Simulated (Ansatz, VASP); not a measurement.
# Zn2W (Zn-W-Zn stack, (100) layers): VASP beside Ansatz

One calculation is typed for both programs; each brings its own data sets. How far apart do they land? Of the first pair: The structure shown is the start of the Ansatz relaxation below; VASP solves that cell, so the two are compared at the walk's first step.

Calculated with Ansatz 0.2.0; plane waves, with VASP 6.6.1 beside it; PBE.

## 1. The starting structure

The cell holds 3 atoms: 2 Zn and 1 W. Cell: a = 2.815 Å, b = 2.815 Å, c = 31.763 Å, α = 90.0°, β = 90.0°, γ = 90.0°. It derives from Zn2W. Vacuum lies along c. The height across the vacuum is the one that the program set for its solve, not the one typed.

## 2. Ansatz: relaxation, PBE

Ansatz runs on its default PAW (the set named soft_2) files.

The two programs are compared at the cell with which this relaxation starts, whose forces are those of its first step.

input.yaml reads:

```yaml
crystal:
  lattice:
    - [2.81524, 0.0, 0.0]
    - [0.0, 2.81524, 0.0]
    - [0.0, 0.0, 14.98135]
  atoms:
    - { symbol: Zn, position: [0.0, 0.0, 0.36712311] }
    - { symbol: W, position: [0.5, 0.5, 0.5] }
    - { symbol: Zn, position: [0.0, 0.0, 0.63287689] }
  periodic: [true, true, false]
kpoints:
  mp_grid: { grid: [10, 10, 1] }
hamiltonian:
  xc: pbe
scf:
  occupations: { method: gaussian, width: 0.1 }
output:
  forces: true
  stress: true
  eigenvalues: true
  write_density: true
  write_potential: true
  elf: true
  volumetric_format: npy
relax:
  adjacent_minimum: "off"
  f_tol: 0.005
  max_steps: 80
  cell: { stress_2d_tol: 0.02 }
```

On the command line:

```bash
ansatz run input.yaml --threads 4 --pin off --max-ram 16384MiB --backend cpu --events-out ev --progress --plain --runs-dir out
```

Numbers of over 12 decimals in the logs are rounded to 6 here.

The log of the run:

```text
Warning: crystal.periodic: the lattice vector that does not repeat stood 0.000° off the slab's normal, 14.981 Å along it as the deck builds it. The run solves the slab on a vector along the normal, 31.763 Å long, with every atom where it was (on the deck's vector they left 11.00 Å outside them, and the widest stretch free of ions among them is 1.99 Å). A fractional position that the run reports is one of the run's ce [...]
crystal.periodic: the lattice vector that does not repeat stood 0.000° off the slab's normal, 14.981 Å along it as the deck builds it. The run solves the slab on a vector along the normal, 31.763 Å long, with every atom where it was (on the deck's vector they left 11.00 Å outside them, and the widest stretch free of ions among them is 1.99 Å). A fractional position that the run reports is one of the run's cell, which [...]
Engine: ansatz 0.2.0, aarch64-unknown-linux-gnu
Pseudopotentials: kind: paw
Pseudopotential: Zn, paw, valence charge 12, recommended cutoff 420 eV (normal), Zn.paw.azcp
Pseudopotential: W, paw, valence charge 14, recommended cutoff 420 eV (normal), W.paw.azcp
Functional definition: PBE
  parameter kappa = 0.804
  parameter beta = 0.066725
  exchange = pbe_x(kappa = kappa, mu = beta*pi^2/3)
  correlation = pbe_c(beta = beta)
Crystal: 3 atoms, lattice volume = 251.738 Å³
Basis set: ecut = 420 eV, 4975 PW (Γ), exchange–correlation on 40×40×432 points (8 copies of the dense FFT grid, shifted against one another)
Bands: 23, of which v1, the nominal top of the filled ones, is band 19 counted from 1 (18 counted from 0)
Symmetry: 16 space group operations
Space group: P4/mmm (ITA 123), of the structure as read, at distance tolerance 6.3e-5 Å
k-points: 21 of 100
Non-local potential: Zn, projectors of the file, l = 0: 2, l = 1: 2, l = 2: 3, l = 3: 1
Non-local potential: W, projectors of the file, l = 0: 3, l = 1: 2, l = 2: 2, l = 3: 1
PAW form: soft (Blöchl's): semilocal exchange-correlation on the pseudo side does not see the compensation charge
PAW one-centre angular grid: Zn, 590 points (default); XC on 64 Gauss nodes
PAW one-centre angular grid: W, 590 points (default); XC on 64 Gauss nodes
Initial density: superposition of atomic densities (neutral atoms: chi_scale 0, normalization atom), corrected by the library's trained network
Initial wavefunctions: pseudopotential atomic-orbital guess
Functional: x = pbe(κ = 0.804, μ = 0.219515), c = pbe(β = 0.066725)
SCF iter   1: F=—  HF=-17021.062771 eV  |F-HF|=—  |Δ(HF+E_count)|=         —  Δρ=1.85e-3  dr2=1.39e-2  ethr=1.77e-3  ⟨swp⟩=15.1  Hψ=4225  notcnv=0
preconditioner: auto → LDOS  [metal: Δε(μ)=0.020 eV  Ē_g=7.675 eV  σ=0.100 eV  W_gap=0.11  n_scr=20 (ndim 8)  ℏωp=12.8 eV  f_vac=0.744  D(μ)=1.57/eV (n_scr^D=10)  β→1.0]
SCF iter   2: F=—  HF=-17021.065023 eV  |F-HF|=—  |Δ(HF+E_count)|=   2.25e-3  Δρ=1.13e-3  dr2=3.55e-3  ethr=3.65e-5  ⟨swp⟩=3.2  Hψ=1436  notcnv=0  defer=1
[...]
SCF iter   5: F=—  HF=-17021.385379 eV  |F-HF|=—  |Δ(HF+E_count)|=   3.68e-6  Δρ=1.95e-5  dr2=5.13e-7  ethr=2.34e-8  ⟨swp⟩=2.7  Hψ=924  notcnv=0
SCF iter   6: F=—  HF=-17021.385462 eV  |F-HF|=—  |Δ(HF+E_count)|=   8.33e-5  Δρ=1.89e-6  dr2=4.34e-9  ethr=1.35e-9  ⟨swp⟩=3.3  Hψ=1133  notcnv=0
SCF iter   7: F=—  HF=-17021.385462 eV  |F-HF|=—  |Δ(HF+E_count)|=   1.46e-9  Δρ=2.47e-7  dr2=3.66e-10  ethr=1.14e-11  ⟨swp⟩=4.0  Hψ=1279  notcnv=0
SCF iter   8: F=—  HF=-17021.385462 eV  |F-HF|=—  |Δ(HF+E_count)|=  4.77e-10  Δρ=6.68e-8  dr2=3.47e-11  ethr=1.00e-12  ⟨swp⟩=3.4  Hψ=1029  notcnv=0
SCF iter   9: F=—  HF=-17021.385462 eV  |F-HF|=—  |Δ(HF+E_count)|=  9.09e-11  Δρ=3.05e-8  dr2=3.12e-12  ethr=1.00e-12  ⟨swp⟩=1.4  Hψ=572  notcnv=0
SCF iter  10: F=-17021.385462 eV  HF=-17021.385462 eV  |F-HF|=1.53e-10  |Δ(HF+E_count)|=  6.91e-11  Δρ=1.75e-8  dr2=9.97e-13  ethr=1.00e-12  ⟨swp⟩=12.7  Hψ=4024  notcnv=0
SCF 8 converged in 10 iterations: F = -17021.385462 eV  dr2 = 9.97e-13
relax step   8: F+E_penalty+E_count = -17021.38546237 eV  Δ(F+E_penalty+E_count) = +3.003e-3 eV  max|allowed force component| = 3.517e-4 eV/Å  Δτ_max = 0.0000 Å  P = -0.022 N/m  Ω = 218.428 Å³  fix = [c, alpha, beta]  reactions: c +0.000 N/m  stress off target by 2.20e-2 N/m on what of the cell is left free  SCF on the basis re-selected at this cell (its energy is not comparable with the rows above)  (10 SCF iters)
[...]
relax step   9: F+E_penalty+E_count = -17021.38546921 eV  Δ(F+E_penalty+E_count) = -6.843e-6 eV  max|allowed force component| = 4.370e-5 eV/Å  Δτ_max = 0.0003 Å  P = -0.001 N/m  Ω = 218.381 Å³  energy of the carried Pulay correction = +5.716e-6 eV  fix = [c, alpha, beta]  reactions: c +0.000 N/m  (5 SCF iters, dr2 threshold 6.18e-10 eV, accepted)
[...]
relax step  10: F+E_penalty+E_count = -17021.38546695 eV  Δ(F+E_penalty+E_count) = +2.262e-6 eV  max|allowed force component| = 4.121e-5 eV/Å  Δτ_max = 0.0000 Å  P = -0.001 N/m  Ω = 218.381 Å³  fix = [c, alpha, beta]  reactions: c +0.000 N/m  stress off target by 5.01e-4 N/m on what of the cell is left free  SCF on the basis re-selected at this cell (its energy is not comparable with the rows above)  (7 SCF iters)
basis re-selected at this cell: Δ(F+E_penalty+E_count) = +2.262e-6 eV, ΔP = +0.000 N/m vs the last step (what re-selecting the basis moved, of the pressure what is left beyond the Pulay correction that the steps carried, after the strain that the cell walked since its last selection, with what the two solves' SCF thresholds leave and, on support functions, any second-order correction that the steps lacked; it is no m [...]
SCF converged after 7 iterations
Free energy (F): -17021.385467 eV
Harris-Foulkes:  -17021.385467 eV  (|F-HF|=3.27e-11)
Internal energy: -17021.382743 eV  (E = F + TS)
E sigma→0 (E₀):  -17021.384105 eV
Entropy (-TS):   -0.002724 eV (-0.908 meV/atom)
Fermi energy:    -4.474516 eV
--- Per-component energies (eV) ---
  E_band       = -733.557988
  E_kinetic    = 711.455182
  E_local      = -116387.524153  (includes V_loc(G=0)·N_el)
  E_nonlocal   = 1223.348943
  E_hartree    = 57485.235890
  E_xc         = -540.920914
  E_vxc        = -342.113800  (∫ρ·V_xc dr)
  E_paw        = -12212.672072  (= ΣΔE_a)
  E_vpaw       = -909.195185  (= ΣTr[D̂ρ^β])
  E_aug_tail   = -0.000806  (compensation charges beyond the density's cutoff)
  E_ewald      = 52699.695186
  E_smearing   = -0.002724  (= −TS)
  E_closure    = 0.000000  (closes the sum)
  Σ components = -17021.385467   (vs F -17021.385467, Δ=0.00e0)
--- Forces (eV/Å), atoms counted from 1 ---
  atom   1  Zn     0.00000000     0.00000000     0.00004121
  atom   2  W      0.00000000     0.00000000     0.00000000
  atom   3  Zn     0.00000000     0.00000000    -0.00004121
  max |Σ_I F_I| component: 1.01e-28 eV/Å
--- 2D stress c σ (N/m, compression-positive) ---
       -0.000501       0.000000       0.000000
        0.000000      -0.000501       0.000000
        0.000000       0.000000       0.000000
  P = ½ c Tr σ = -0.0005 N/m
--- Band table (eV; the first three rows and the last of 21) ---
  k-point 0: bands = [... 15 lower, -11.3555, -9.4594, -8.7157, -5.8320, -5.1458, -2.3156, -2.3156, -0.5666]
  k-point 1: bands = [... 15 lower, -11.3182, -9.2463, -8.3988, -5.6136, -5.2813, -2.4470, -2.2437, -0.3631]
  k-point 2: bands = [... 15 lower, -11.1239, -8.8049, -7.3407, -5.7771, -5.0027, -2.3296, -2.0510, -1.4432]
  k-point 20: bands = [... 15 lower, -7.1164, -7.1164, -3.7863, -2.6209, -2.6209, -0.6756, 0.2624, 0.2624]
--- Relaxed structure (8 steps of the walk, 7 accepted, 2 SCFs on fresh bases) ---
  F+E_penalty+E_count = -17021.38546695 eV   max|allowed force component| = 4.121e-5 eV/Å   (the final SCF, on the basis selected at the relaxed cell)
  cell:  # Å, volume = 218.3810 Å³
    - [2.622097, 0, 0.0]
    - [0, 2.622097, 0.0]
    - [0.0, 0.0, 31.762701]
  atoms:
    - { symbol: Zn, position: [0, 0, 0.168654] }
    - { symbol: W, position: [0.5, 0.5, 0.235832] }
    - { symbol: Zn, position: [0, 0, 0.303010] }
```

## 3. VASP: single point, PBE, start cell, pair 1

The same cell, functional, mesh and smearing now go to VASP, with its own data sets.

Lines of VASP's logs that name or quote its potential files are left out, and so is its time.

INCAR reads:

```
SYSTEM = Zn2W
PREC = Accurate
ENCUT = 520
EDIFF = 1E-06
NELM = 120
ISMEAR = 0
SIGMA = 0.1
LREAL = .FALSE.
ALGO = Normal
GGA = PE
NBANDS = 21
LASPH = .TRUE.
LORBIT = 11
LWAVE = .FALSE.
LCHARG = .FALSE.
ISIF = 2
LDIPOL = .TRUE.
IDIPOL = 3
DIPOL = 0.5 0.5 0.236
LVHAR = .TRUE.
GGA_COMPAT = .FALSE.
NELMDL = -8
KPAR = 2
```

POSCAR reads:

```
Zn2W
1.0
    2.8152400000      0.0000000000      0.0000000000
    0.0000000000      2.8152400000      0.0000000000
    0.0000000000      0.0000000000     31.7627010000
Zn W
2 1
Direct
    0.0000000000      0.0000000000      0.1731590774
    0.0000000000      0.0000000000      0.2985057851
    0.5000000000      0.5000000000      0.2358324313
```

KPOINTS reads:

```
Automatic mesh
0
Gamma
10 10 1
0 0 0
```

The projector-augmented-wave data sets are Zn and W (PBE family, release 64).

On the command line:

```bash
mpirun -np 2 vasp_std
```

The log of the run:

```text
[banner, memory and clock lines left out]
running    2 mpi-ranks, on    1 nodes
 distrk:  each k-point on    1 cores,    2 groups
 distr:  one band on    1 cores,    1 groups

 POSCAR found type information on POSCAR ZnW
 POSCAR found :  2 types and       3 ions
 LDA part: xc-table for (Slater+PW92), standard interpolation
 POSCAR, INCAR and KPOINTS ok, starting setup
 FFT: planning ... GRIDC
 FFT: planning ... GRID_SOFT
 FFT: planning ... GRID
 WAVECAR not read
 entering main loop
       N       E                     dE             d eps       ncg     rms          rms(c)
DAV:   1     0.143997622432E+03    0.14400E+03   -0.12157E+04   922   0.117E+03
DAV:   2    -0.181231794189E+01   -0.14581E+03   -0.13860E+03  1123   0.259E+02
DAV:   3    -0.140455647826E+02   -0.12233E+02   -0.11839E+02  1126   0.805E+01
DAV:   4    -0.144695047142E+02   -0.42394E+00   -0.41053E+00  1080   0.127E+01
DAV:   5    -0.144788652150E+02   -0.93605E-02   -0.93450E-02  1112   0.152E+00
DAV:   6    -0.144791244878E+02   -0.25927E-03   -0.25927E-03  1080   0.249E-01
DAV:   7    -0.144791345115E+02   -0.10024E-04   -0.10023E-04  1137   0.424E-02
DAV:   8    -0.144791349653E+02   -0.45383E-06   -0.45397E-06   974   0.860E-03    0.155E+01
DAV:   9    -0.135945105009E+02    0.88462E+00   -0.19133E+00  1160   0.283E+01    0.929E+00
DAV:  10    -0.135617893519E+02    0.32721E-01   -0.23358E+00  1159   0.136E+01    0.332E+00
DAV:  11    -0.133947243868E+02    0.16706E+00   -0.74924E-01  1232   0.116E+01    0.769E-01
DAV:  12    -0.133926477714E+02    0.20766E-02   -0.63249E-02   952   0.203E+00    0.356E-01
DAV:  13    -0.133915322150E+02    0.11156E-02   -0.65579E-03  1061   0.607E-01    0.791E-02
DAV:  14    -0.133914104208E+02    0.12179E-03   -0.72591E-04  1079   0.273E-01    0.473E-02
DAV:  15    -0.133914349088E+02   -0.24488E-04   -0.82446E-05  1050   0.678E-02    0.275E-02
DAV:  16    -0.133914710077E+02   -0.36099E-04   -0.23498E-05  1091   0.508E-02    0.111E-02
DAV:  17    -0.133915191831E+02   -0.48175E-04   -0.73441E-06   958   0.316E-02    0.790E-03
DAV:  18    -0.133916027153E+02   -0.83532E-04   -0.99940E-06   825   0.185E-02    0.837E-03
DAV:  19    -0.133916258809E+02   -0.23166E-04   -0.18626E-06   769   0.479E-03    0.293E-03
DAV:  20    -0.133916472606E+02   -0.21380E-04   -0.17053E-06   691   0.440E-03    0.118E-03
DAV:  21    -0.133916559448E+02   -0.86842E-05   -0.61332E-07   736   0.231E-03    0.995E-04
DAV:  22    -0.133916583149E+02   -0.23701E-05   -0.14111E-07   664   0.231E-03    0.280E-04
DAV:  23    -0.133916595870E+02   -0.12721E-05   -0.71095E-08   647   0.784E-04    0.377E-04
DAV:  24    -0.133916597275E+02   -0.14046E-06   -0.15722E-08   636   0.397E-04
   1 F= -.13391660E+02 E0= -.13387450E+02  d E =-.841903E-02
```

From OUTCAR (step 3):

```text
ion  position               nearest neighbor table
   1  0.000  0.000  0.173-   3 2.82   3 2.82   3 2.82   3 2.82
   2  0.000  0.000  0.299-   3 2.82   3 2.82   3 2.82   3 2.82
   3  0.500  0.500  0.236-   2 2.82   2 2.82   2 2.82   2 2.82   1 2.82   1 2.82   1 2.82   1 2.82

  LATTYP: Found a simple tetragonal cell.
 ALAT       =     2.8152400000
 C/A-ratio  =    11.2824132223

 Subroutine GETGRP returns: Found 16 space group operations
 (whereof  8 operations were pure point group operations)

The static configuration has the point symmetry C_4v.
 The point group associated with its full space group is D_4h.

 Found     21 irreducible k-points:

   k-points           NKPTS =     21   k-points in BZ     NKDIM =     21   number of bands    NBANDS=     21

   dimension x,y,z NGX =    24 NGY =   24 NGZ =  240
   dimension x,y,z NGXF=    48 NGYF=   48 NGZF=  480

   ENCUT  =  520.0 eV  38.22 Ry    6.18 a.u.   5.23  5.23 59.06*2*pi/ulx,y,z

   NELECT =      30.0000    total number of electrons

 k-points in reciprocal lattice and weights: Automatic mesh
   0.00000000  0.00000000  0.00000000       0.010
   0.10000000  0.00000000  0.00000000       0.040
   0.20000000  0.00000000  0.00000000       0.040
   0.30000000  0.00000000  0.00000000       0.040
   0.40000000  0.00000000  0.00000000       0.040
   0.50000000  0.00000000  0.00000000       0.020
   0.10000000  0.10000000  0.00000000       0.040
   0.20000000  0.10000000  0.00000000       0.080
   0.30000000  0.10000000  0.00000000       0.080
[...]
0.50000000  0.40000000  0.00000000       0.040
   0.50000000  0.50000000  0.00000000       0.010

 dipolmoment           0.000000      0.000000     -0.000002 electrons x Angstroem

 average (electrostatic) potential at core
       1 -42.1912       2 -42.1912       3 -48.5071

 E-fermi :  -2.4234

 k-point     1 :       0.0000    0.0000    0.0000
  band No.  band energies     occupation
    ...
     11      -9.3613      2.00000
     12      -8.8047      2.00000
     13      -6.6085      2.00000
     14      -5.8038      2.00000
     15      -2.8964      2.00000
     16      -2.3736      0.48127
     17      -1.0895      0.00000
     18      -1.0895      0.00000
     19       0.8719      0.00000
     20       1.2523      0.00000
    ...

 k-point     2 :       0.1000    0.0000    0.0000
  band No.  band energies     occupation
    ...
     12      -8.7392      2.00000
     13      -6.4210      2.00000
     14      -5.5935      2.00000
     15      -2.7513      2.00000
     16      -2.7081      1.99994
     17      -1.0290      0.00000
     18      -0.8589      0.00000
     19       0.5025      0.00000
     20       1.4302      0.00000
     21       1.9466      0.00000

 k-point     3 :       0.2000    0.0000    0.0000
  band No.  band energies     occupation
    ...
     11      -9.4446      2.00000
     12      -8.4870      2.00000
     13      -5.9889      2.00000
     14      -4.9226      2.00000
     15      -3.3495      2.00000
     16      -2.3668      0.42324
     17      -0.8679      0.00000
     18      -0.3676      0.00000
     19      -0.3161      0.00000
     20       1.9395      0.00000
    ...

  Total       -4.5640209     -4.5640209     -1.5578594      0.0000000     -0.0000000      0.0000000
  in kB      -29.0475781    -29.0475781     -9.9149506      0.0000000     -0.0000000      0.0000000
  external PRESSURE =     -22.6700356 kB  Pullay stress =       0.0000000 kB

  energy-cutoff  :      520.00
  volume of cell :      251.74
      direct lattice vectors                 reciprocal lattice vectors
     2.815240000  0.000000000  0.000000000     0.355209503  0.000000000  0.000000000
     0.000000000  2.815240000  0.000000000     0.000000000  0.355209503  0.000000000
     0.000000000  0.000000000 31.762701000     0.000000000  0.000000000  0.031483469

 POSITION                                       TOTAL-FORCE (eV/Angst)
 -----------------------------------------------------------------------------------
      0.00000      0.00000      5.50000        -0.000000     -0.000000      0.389457
      0.00000      0.00000      9.48135         0.000000     -0.000000     -0.389457
      1.40762      1.40762      7.49068         0.000000      0.000000      0.000000
 -----------------------------------------------------------------------------------
    total drift:                               -0.000000     -0.000000     -0.000489

  FREE ENERGIE OF THE ION-ELECTRON SYSTEM (eV)
  ---------------------------------------------------
  free  energy   TOTEN  =       -13.3916597275 eV

  energy  without entropy=      -13.3832406993  energy(sigma->0) =      -13.38745021

 vacuum level on the upper side and lower side of the slab         1.668         1.668

 total charge
# of ion       s       p       d       tot
------------------------------------------
    1        0.581   0.411   9.727  10.719
    2        0.581   0.411   9.727  10.719
    3        0.596   0.495   4.028   5.119
--------------------------------------------------
tot          1.759   1.316  23.481  26.556

[... 3 further parts left out ...]
```

The run ends at a pressure of -2.27 GPa, with forces up to 0.39 eV/Å.

## 4. Comparison

Known differences besides the potentials themselves: Ansatz cuts the interaction across the vacuum, VASP repeats the sheet with a dipole correction (LDIPOL); the data sets hold 38 valence electrons in Ansatz (on its default PAW (the set named soft_2) files) and 30 in VASP; the cutoff is 420 eV in Ansatz and 520 eV in VASP. Total energies have different zeros and are not compared.

Forces (eV/Å; atoms numbered as in POSCAR):

```tsv
atom	Ansatz x, y, z	VASP x, y, z
Zn1	0.000, 0.000, 0.366	0.000, 0.000, 0.389
Zn2	0.000, 0.000, -0.366	0.000, 0.000, -0.389
W3	0.000, 0.000, 0.000	0.000, 0.000, 0.000
```

The forces differ by 11 meV/Å r.m.s., which is 6.0 % of the r.m.s. force of 0.184 eV/Å (both taken over all components). Where the cell holds vacuum, a pressure given here is an average over it and none of the material.

## 5. Ansatz: relaxation, PBE

This run makes the geometry at which the two programs are then compared.

The structure compared here is the end of the Ansatz relaxation.

This is the run of step 2 again, met here at its other cell.

(Continued in part 2 of 2.)

[Lines on the potential files, build, host, timing and source positions are cut from VASP's logs without a mark.]

[Logs are printed without paths, hosts, clocks, repeated set-up lines and the standing remarks that a program may print on its own settings, such as how far it seeks lower states.]

[Hosts, paths, dates, database ids (printed as entryN), source tags and the programs' standing remarks are cut or masked in the printed files.]
